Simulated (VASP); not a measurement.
Bi (a7): the cohesive energy from VASP (plane waves, PAW) at several levels of theory. Atoms are spin-polarised in a large box without symmetry, with the spin fixed by Hund's rule, and may not be in the lowest state of each functional; no zero-point energy is added. Spin-orbit coupling is left out, which shifts such energies by up to tenths of an eV for the heavy elements here.

```tsv
level	cohesive energy (eV/atom)	error against measurement
LDA	3.54	+62.3 %
PBEsol	2.90	+33.1 %
```

Measured: 2.18 eV/atom at 0 K (as given by Kittel, Introduction to Solid State Physics (2005); 0 K, 1 atm; zero-point vibration energy not added).

The cell of the LDA run:

```cif
data_Bi6
_chemical_formula_sum 'Bi6'
_space_group_name_H-M_alt 'R-3m :H'
_space_group_IT_number 166
_space_group_name_Hall '-R 3 2"'
_cell_length_a 4.49790
_cell_length_b 4.49790
_cell_length_c 11.50171
_cell_angle_alpha 90.000
_cell_angle_beta 90.000
_cell_angle_gamma 120.000
loop_
_atom_site_label
_atom_site_type_symbol
_atom_site_symmetry_multiplicity
_atom_site_Wyckoff_symbol
_atom_site_fract_x
_atom_site_fract_y
_atom_site_fract_z
_atom_site_occupancy
Bi1 Bi 6 c 0.00000 0.00000 0.23725 1
```
(The calculation used a cell of 2 atoms; values per cell refer to that cell.)

Only levels that ran to the end are used. Left out are those held back, those with too coarse a band path, GW runs whose mesh misses a band edge, hybrids' fits of cells that aren't cubic and levels without matching references; a question may draw on a part of the rest.

The compound is Bi in the a7 structure.
